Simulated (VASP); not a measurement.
Input:

```
MgO
1.0
    0.00000     2.14710     2.14710
    2.14710     0.00000     2.14710
    2.14710     2.14710     0.00000
Mg O
1 1
Cartesian
  0.00000   0.00000   0.00000
  2.14710   2.14710   2.14710
```

Calculation: PBE GGA, VASP's PBE PAW potentials (set 64) (plane waves; VASP). Run with 520 eV cut-off, 8×8×8 Γ-centred mesh, Gaussian smearing of 0.050 eV, potentials Mg O.

**Question.** Give the stress tensor in GPa (positive for a compressed cell).

**Answer.** 
```
-4.76   0.00   0.00
 0.00  -4.76   0.00
 0.00   0.00  -4.76
```
The pressure is its mean diagonal, -4.76 GPa.

The compound is MgO in the rock salt structure. The cell was not relaxed at this level.
